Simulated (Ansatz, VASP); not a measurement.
# InGaW (InGaW in the AlB2 type) in two plane-wave programs

One calculation is typed for both programs; each brings its own data sets. How far apart do they land? The cell is generated by rule, not measured, and may not be a known phase. The cell is taken from a series of runs on this material, whose earlier steps may have relaxed, scaled, displaced or heated it; both programs get it as it stands.

Program: Ansatz 0.2.0. Level of theory: plane waves, with VASP 6.6.1 beside it; LDA. Results are calculated unless marked as measured.

The structure was built from a prototype and need not be the compound's stable phase.

## Step 1: The starting structure

Symmetry: P-6m2, No. 187, hexagonal system. The conventional cell has a = 4.074 Å, b = 4.074 Å, c = 4.277 Å, α = 90.00°, β = 90.00°, γ = 120.00°. Nearest to W lie 6 In at 3.18 Å and 6 Ga at 3.18 Å. Nearest to Ga lie 3 In at 2.35 Å and 6 W at 3.18 Å. Nearest to In lie 3 Ga at 2.35 Å and 6 W at 3.18 Å. Farther neighbours are not listed.

## Step 2: VASP: single point, LDA

A single point takes one fixed geometry, so differences don't come from the geometry; what else differs is listed under the comparison.

Lines of VASP's logs that name or quote its potential files are left out, and so is its time.

Input file INCAR:

```
SYSTEM = InGaW
PREC = Accurate
ENCUT = 600
EDIFF = 1E-06
NELM = 120
ISMEAR = 0
SIGMA = 0.1
LREAL = .FALSE.
ALGO = Normal
GGA = PW92
NBANDS = 22
LASPH = .TRUE.
LORBIT = 11
LWAVE = .FALSE.
LCHARG = .FALSE.
ISIF = 2
GGA_COMPAT = .FALSE.
```

Input file POSCAR:

```
InGaW
1.0
    4.0737900000      0.0000000000      0.0000000000
   -2.0368900000      3.5280000000      0.0000000000
    0.0000000000      0.0000000000      4.2774700000
W Ga In
1 1 1
Direct
    0.0000000000      0.0000000000      0.0000000000
    0.3333333333      0.6666666667      0.5000000000
    0.6666666667      0.3333333333      0.5000000000
```

Input file KPOINTS:

```
Automatic mesh
0
Gamma
6 6 4
0 0 0
```

Potentials, in the order of the species: W, Ga_d and In_d (LDA family, release 64).

The run is started by

```console
$ mpirun -np 1 vasp_std
```

Numbers of over 12 decimals in the logs are rounded to 6 here.

What it wrote:

```text
[banner, memory and clock lines left out]
running    1 mpi-ranks, on    1 nodes
 distrk:  each k-point on    1 cores,    1 groups
 distr:  one band on    1 cores,    1 groups

 POSCAR found type information on POSCAR W GaIn
 POSCAR found :  3 types and       3 ions
|                                                                             |
|               ----> ADVICE to this user running VASP <----                  |
|                                                                             |
|     You enforced a specific xc type in the INCAR file but a different       |
|     [... a line on the potential file left out ...]
|     I HOPE YOU KNOW WHAT YOU ARE DOING!                                     |
|                                                                             |

 LDA part: xc-table for (Slater(with rela. corr.)+PW92), standard interpolation
 POSCAR, INCAR and KPOINTS ok, starting setup
 FFT: planning ... GRIDC
 FFT: planning ... GRID_SOFT
 FFT: planning ... GRID
 WAVECAR not read
 entering main loop
       N       E                     dE             d eps       ncg     rms          rms(c)
DAV:   1     0.246437176717E+03    0.24644E+03   -0.17037E+04   924   0.240E+03
DAV:   2     0.903245908653E+01   -0.23740E+03   -0.22927E+03   960   0.493E+02
DAV:   3    -0.161994046697E+02   -0.25232E+02   -0.24113E+02  1136   0.144E+02
DAV:   4    -0.172035219481E+02   -0.10041E+01   -0.98294E+00  1060   0.287E+01
DAV:   5    -0.172497871791E+02   -0.46265E-01   -0.46195E-01  1384   0.534E+00    0.113E+01
DAV:   6    -0.160692207637E+02    0.11806E+01   -0.44308E+00  1118   0.149E+01    0.401E+00
DAV:   7    -0.158474516825E+02    0.22177E+00   -0.76970E-01  1202   0.116E+01    0.273E+00
DAV:   8    -0.158176700231E+02    0.29782E-01   -0.91965E-02  1226   0.414E+00    0.881E-01
DAV:   9    -0.158160659339E+02    0.16041E-02   -0.80723E-03  1152   0.143E+00    0.616E-01
DAV:  10    -0.158150019973E+02    0.10639E-02   -0.19595E-03  1150   0.771E-01    0.239E-01
DAV:  11    -0.158147012613E+02    0.30074E-03   -0.51190E-04  1366   0.271E-01    0.432E-02
DAV:  12    -0.158146915125E+02    0.97488E-05   -0.45774E-05  1382   0.151E-01    0.183E-02
DAV:  13    -0.158146909948E+02    0.51774E-06   -0.71015E-06  1018   0.459E-02
   1 F= -.15814691E+02 E0= -.15800141E+02  d E =-.291001E-01
```

From OUTCAR (step 2):

```text
ion  position               nearest neighbor table
   1  0.000  0.000  0.000-   2 3.18   2 3.18   3 3.18   3 3.18   2 3.18   3 3.18   2 3.18   3 3.18
                             3 3.18   3 3.18   2 3.18   2 3.18
   2  0.333  0.667  0.500-   3 2.35   3 2.35   3 2.35   1 3.18   1 3.18   1 3.18   1 3.18   1 3.18
                             1 3.18
   3  0.667  0.333  0.500-   2 2.35   2 2.35   2 2.35   1 3.18   1 3.18   1 3.18   1 3.18   1 3.18
                             1 3.18

  LATTYP: Found a hexagonal cell.
 ALAT       =     4.0737900000
 C/A-ratio  =     1.0499976680

 Subroutine GETGRP returns: Found 12 space group operations
 (whereof 12 operations were pure point group operations)

The static configuration has the point symmetry D_3h.

 Found     21 irreducible k-points:

   k-points           NKPTS =     21   k-points in BZ     NKDIM =     21   number of bands    NBANDS=     22

   dimension x,y,z NGX =    36 NGY =   36 NGZ =   36
   dimension x,y,z NGXF=    72 NGYF=   72 NGZF=   72

   ENCUT  =  600.0 eV  44.10 Ry    6.64 a.u.   8.14  8.14  8.54*2*pi/ulx,y,z

   NELECT =      32.0000    total number of electrons

 k-points in reciprocal lattice and weights: Automatic mesh
   0.00000000  0.00000000  0.00000000       0.007
   0.16666667  0.00000000  0.00000000       0.042
   0.33333333  0.00000000  0.00000000       0.042
   0.50000000  0.00000000  0.00000000       0.021
   0.16666667  0.16666667  0.00000000       0.042
   0.33333333  0.16666667  0.00000000       0.083
   0.33333333  0.33333333  0.00000000       0.014
   0.00000000  0.00000000  0.25000000       0.014
   0.16666667  0.00000000  0.25000000       0.083
[...]
0.33333333  0.16666667  0.50000000       0.083
   0.33333333  0.33333333  0.50000000       0.014

 average (electrostatic) potential at core
       1 -39.8799       2 -65.3438       3 -94.4337

 E-fermi :   6.7973

 k-point     1 :       0.0000    0.0000    0.0000
  band No.  band energies     occupation
    ...
     13       5.0109      2.00000
     14       5.0109      2.00000
     15       5.1979      2.00000
     16       6.5947      1.99585
     17       6.5947      1.99584
     18       8.0863      0.00000
     19       9.6706      0.00000
     20       9.6706      0.00000
     21       9.8979      0.00000
     22      10.6520      0.00000

 k-point     2 :       0.1667    0.0000    0.0000
  band No.  band energies     occupation
    ...
     12       3.8739      2.00000
     13       4.8287      2.00000
     14       4.9737      2.00000
     15       5.0754      2.00000
     16       6.5601      1.99921
     17       7.1753      0.00000
     18       7.4452      0.00000
     19       8.2171      0.00000
     20       8.5903      0.00000
     21      10.8824      0.00000
    ...

 k-point     3 :       0.3333    0.0000    0.0000
  band No.  band energies     occupation
    ...
     13       4.5342      2.00000
     14       4.9615      2.00000
     15       5.0792      2.00000
     16       6.4931      1.99998
     17       6.8407      0.53951
     18       7.2831      0.00000
     19       8.4720      0.00000
     20       8.8676      0.00000
     21      11.4969      0.00000
     22      12.4114      0.00000

  Total        0.8847272      0.8847244    -10.0533615      0.0000013      0.0000000     -0.0000000
  in kB       23.0571591     23.0570855   -262.0038641      0.0000327      0.0000000     -0.0000000
  external PRESSURE =     -71.9632065 kB  Pullay stress =       0.0000000 kB

  energy-cutoff  :      600.00
  volume of cell :       61.48
      direct lattice vectors                 reciprocal lattice vectors
     4.073790000  0.000000000  0.000000000     0.245471662  0.141723008  0.000000000
    -2.036890000  3.528000000  0.000000000     0.000000000  0.283446712  0.000000000
     0.000000000  0.000000000  4.277470000     0.000000000  0.000000000  0.233783054

 POSITION                                       TOTAL-FORCE (eV/Angst)
 -----------------------------------------------------------------------------------
      0.00000      0.00000      0.00000        -0.000000     -0.000000      0.000000
      0.00000      2.35200      2.13874         0.000000     -0.000000      0.000000
      2.03690      1.17600      2.13874         0.000000      0.000000      0.000000
 -----------------------------------------------------------------------------------
    total drift:                               -0.000089     -0.000097     -0.000000

  FREE ENERGIE OF THE ION-ELECTRON SYSTEM (eV)
  ---------------------------------------------------
  free  energy   TOTEN  =       -15.8146909948 eV

  energy  without entropy=      -15.7855908827  energy(sigma->0) =      -15.80014094

 total charge
# of ion       s       p       d       tot
------------------------------------------
    1        0.420   0.224   3.862   4.507
    2        0.922   0.920   9.999  11.841
    3        0.889   1.007   9.898  11.793
--------------------------------------------------
tot          2.231   2.152  23.758  28.141

[... 3 further parts left out ...]
```

The k-mesh is coarse for a metal. The data set W keeps the semicore shell frozen, which is cheaper and a little less accurate.

## Step 3: Ansatz: single point, LDA

Ansatz runs on its PAW soft_1 files.

The same cell, functional (in two slightly different forms), mesh and smearing now go to Ansatz, which takes its cutoff from its data sets.

Input file input.yaml:

```yaml
crystal:
  lattice:
    - [4.07379, 0.0, 0.0]
    - [-2.03689, 3.528, 0.0]
    - [0.0, 0.0, 4.27747]
  atoms:
    - { symbol: W, position: [0.0, 0.0, 0.0] }
    - { symbol: Ga, position: [0.33333333, 0.66666667, 0.5] }
    - { symbol: In, position: [0.66666667, 0.33333333, 0.5] }
kpoints:
  mp_grid: { grid: [6, 6, 4] }
hamiltonian:
  xc: lda
  pseudopotentials: { kind: paw, azcp: { folder: soft_1 }, xc_functional: pbe }
scf:
  occupations: { method: gaussian, width: 0.1 }
output:
  forces: true
  stress: true
  eigenvalues: true
```

The run is started by

```console
$ ansatz run input.yaml --threads 4 --pin off --max-ram 12288MiB --backend cpu --events-out ev --progress --plain --runs-dir out
```

What it wrote:

```text
Engine: ansatz 0.2.0, x86_64-unknown-linux-gnu
Pseudopotentials: kind: paw
Pseudopotential: W, paw, valence charge 14, recommended cutoff 420 eV (normal), soft_1/W.paw.azcp
Pseudopotential: Ga, paw, valence charge 13, recommended cutoff 420 eV (normal), soft_1/Ga.paw.azcp
Pseudopotential: In, paw, valence charge 13, recommended cutoff 420 eV (normal), soft_1/In.paw.azcp
Functional definition: SPW92
  exchange = slater_x
  correlation = pw_c
Crystal: 3 atoms, lattice volume = 61.477 Å³
Basis set: ecut = 420 eV, 1203 PW (Γ)
Bands: 24, of which v1, the nominal top of the filled ones, is band 20 counted from 1 (19 counted from 0)
Symmetry: 12 space group operations
Space group: P-6m2 (ITA 187), of the structure as read, at distance tolerance 3.9e-5 Å
k-points: 21 of 144 (time reversal used)
Non-local potential: W, projectors of the file, l = 0: 3, l = 1: 2, l = 2: 2, l = 3: 1
Non-local potential: Ga, projectors of the file, l = 0: 2, l = 1: 2, l = 2: 3, l = 3: 1
Non-local potential: In, projectors of the file, l = 0: 2, l = 1: 2, l = 2: 2, l = 3: 1
PAW form: soft (Blöchl's): semilocal exchange-correlation on the pseudo side does not see the compensation charge
PAW frozen core: W, regenerated for the run's functional, and the local potential with it (the file was generated under x = pbe(κ = 0.804, μ = 0.219515), c = pbe(β = 0.066725))
PAW frozen core: Ga, regenerated for the run's functional, and the local potential with it (the file was generated under x = pbe(κ = 0.804, μ = 0.219515), c = pbe(β = 0.066725))
PAW frozen core: In, regenerated for the run's functional, and the local potential with it (the file was generated under x = pbe(κ = 0.804, μ = 0.219515), c = pbe(β = 0.066725))
PAW one-centre angular grid: W, 590 points (default); XC on 64 Gauss nodes
PAW one-centre angular grid: Ga, 590 points (default); XC on 64 Gauss nodes
PAW one-centre angular grid: In, 590 points (default); XC on 64 Gauss nodes
Initial density: superposition of atomic densities (chi_scale 0.1, normalization cell, long waves kept (reshape's long-wave potential 0.00 eV rms))
Initial wavefunctions: pseudopotential atomic-orbital guess
Functional: x = slater, c = lda
SCF iter   1: F=—  HF=-19291.353011 eV  |F-HF|=—  |Δ(HF+E_count)|=         —  Δρ=7.52e-2  dr2=8.65e0  ethr=3.10e-3  ⟨swp⟩=5.4  Hψ=2138  notcnv=0
preconditioner: auto → Kerker (q_TF=auto, 2.540 Å⁻¹)  [metal: Δε(μ)=0.049 eV  Ē_g=13.453 eV  σ=0.100 eV  W_gap=0.27  n_scr=20 (ndim 8)  ℏωp=26.8 eV  f_vac=0.000  D(μ)=3.39/eV (n_scr^D=28)]
SCF iter   2: F=—  HF=-19289.884671 eV  |F-HF|=—  |Δ(HF+E_count)|=    1.47e0  Δρ=2.39e-2  dr2=6.65e-1  ethr=3.10e-3  ⟨swp⟩=2.9  Hψ=987  notcnv=0
SCF iter   3: F=—  HF=-19289.742876 eV  |F-HF|=—  |Δ(HF+E_count)|=   1.42e-1  Δρ=1.11e-2  dr2=5.96e-2  ethr=1.66e-3  ⟨swp⟩=2.2  Hψ=746  notcnv=0
SCF iter   4: F=—  HF=-19289.728097 eV  |F-HF|=—  |Δ(HF+E_count)|=   1.48e-2  Δρ=3.35e-3  dr2=1.17e-2  ethr=1.49e-4  ⟨swp⟩=2.0  Hψ=1025  notcnv=0
SCF iter   5: F=—  HF=-19289.723708 eV  |F-HF|=—  |Δ(HF+E_count)|=   4.39e-3  Δρ=1.13e-3  dr2=1.90e-3  ethr=2.93e-5  ⟨swp⟩=2.0  Hψ=777  notcnv=0
SCF iter   6: F=—  HF=-19289.723410 eV  |F-HF|=—  |Δ(HF+E_count)|=   2.98e-4  Δρ=1.07e-3  dr2=4.91e-4  ethr=4.76e-6  ⟨swp⟩=2.0  Hψ=815  notcnv=0
SCF iter   7: F=—  HF=-19289.723263 eV  |F-HF|=—  |Δ(HF+E_count)|=   1.47e-4  Δρ=2.03e-4  dr2=3.08e-5  ethr=1.23e-6  ⟨swp⟩=2.0  Hψ=812  notcnv=0
SCF iter   8: F=—  HF=-19289.723265 eV  |F-HF|=—  |Δ(HF+E_count)|=   2.35e-6  Δρ=7.90e-5  dr2=3.26e-6  ethr=7.71e-8  ⟨swp⟩=2.0  Hψ=812  notcnv=0
SCF iter   9: F=—  HF=-19289.723266 eV  |F-HF|=—  |Δ(HF+E_count)|=   9.14e-7  Δρ=1.86e-5  dr2=2.08e-7  ethr=8.15e-9  ⟨swp⟩=2.0  Hψ=825  notcnv=0
SCF iter  10: F=-19289.723266 eV  HF=-19289.723266 eV  |F-HF|=2.09e-9  |Δ(HF+E_count)|=   2.67e-9  Δρ=5.35e-6  dr2=1.29e-8  ethr=2.50e-10  ⟨swp⟩=4.3  Hψ=1813  notcnv=0
SCF 1 converged in 10 iterations: F = -19289.723266 eV  dr2 = 1.29e-8
  greatest PAW one-centre occupation: 0.999 electrons in one spin orbital (limit 2), on the W atom at site 0 (counted from 0), in its partial waves of l = 0
SCF converged after 10 iterations
Free energy (F): -19289.723266 eV
Harris-Foulkes:  -19289.723266 eV  (|F-HF|=2.09e-9)
Internal energy: -19289.694485 eV  (E = F + TS)
E sigma→0 (E₀):  -19289.708875 eV
Entropy (-TS):   -0.028781 eV (-9.594 meV/atom)
Fermi energy:    12.914833 eV
--- Per-component energies (eV) ---
  E_band       = -216.853524
  E_kinetic    = 752.456165
  E_local      = -3184.733393  (includes V_loc(G=0)·N_el)
  E_nonlocal   = 219.241273
  E_hartree    = 1612.317663
  E_xc         = -468.395911
  E_vxc        = -375.203945  (∫ρ·V_xc dr)
  E_paw        = -14307.701137  (= ΣΔE_a)
  E_vpaw       = -853.250285  (= ΣTr[D̂ρ^β])
  E_aug_tail   = 0.000030  (compensation charges beyond the density's cutoff)
  E_ewald      = -3915.175440
  E_core_change = 2.296265  (= ΣΔE_core)
  E_smearing   = -0.028781  (= −TS)
  E_closure    = -0.000000  (closes the sum)
  Σ components = -19289.723266   (vs F -19289.723266, Δ=0.00e0)
--- Forces (eV/Å), atoms counted from 1 ---
  atom   1  W      0.00000000    -0.00000000     0.00000000
  atom   2  Ga    -0.00000000     0.00000000     0.00000000
  atom   3  In     0.00000000     0.00000000     0.00000000
  max |Σ_I F_I| component: 3.70e-17 eV/Å
--- Stress (GPa, compression-positive) ---
        2.190943       0.000000       0.000000
       -0.000000       2.190943       0.000000
        0.000000       0.000000     -25.705524
  P = ⅓ Tr σ = -7.1079 GPa (-71.079 kbar)
--- Band table (eV; the first three rows and the last of 21) ---
  k-point 0: bands = [... 16 lower, 11.1221, 11.1221, 11.2967, 12.7256, 12.7256, 14.1633, 15.7918, 15.7918]
  k-point 1: bands = [... 16 lower, 11.5170, 11.5170, 12.2285, 12.2935, 12.2935, 14.9934, 14.9934, 15.5933]
  k-point 2: bands = [... 16 lower, 11.9629, 11.9629, 12.1527, 12.1527, 12.7448, 14.0058, 14.0058, 16.4090]
  k-point 20: bands = [... 16 lower, 8.9871, 10.4200, 10.4865, 12.3704, 13.2835, 13.9049, 14.3174, 14.6293]
```

In the SCF lines HF is the Harris–Foulkes energy and dr2 the Hartree energy of the density residual, in eV; the loop may stop once dr2 is under the threshold and the program's other checks hold. Hψ counts applications of the Hamiltonian.

The run ends at a pressure of -7.11 GPa.

## Step 4: Comparison

Known differences besides the potentials themselves: the data sets hold 40 valence electrons in Ansatz (on its PAW soft_1 files) and 32 in VASP; the cutoff is 420 eV in Ansatz and 600 eV in VASP; VASP's log shows a relativistic correction to its local exchange, Ansatz's none. Total energies have different zeros and are not compared.

Both answers:

```
      quantity  Ansatz   VASP  difference
pressure (GPa)   -7.11  -7.20       +0.09
```

## Step 5: Results

```json
{
  "difference in pressure (single point, LDA)": "0.088 GPa"
}
```

In words: The difference in pressure is 0.088 GPa (single point, LDA), within the 1 GPa picked in this series as the mark of a large difference. The data sets hold unlike numbers of valence electrons (40 in Ansatz and 32 in VASP), so part of the differences may come from the potentials. How closely two codes agree says nothing of how well the functional describes the real material.

[Lines on the potential files, build, host, timing and source positions are cut from VASP's logs without a mark.]

[Logs are printed without paths, hosts, clocks, repeated set-up lines and the standing remarks that a program may print on its own settings, such as how far it seeks lower states.]

[Hosts, paths, dates, database ids (printed as entryN), source tags and the programs' standing remarks are cut or masked in the printed files.]
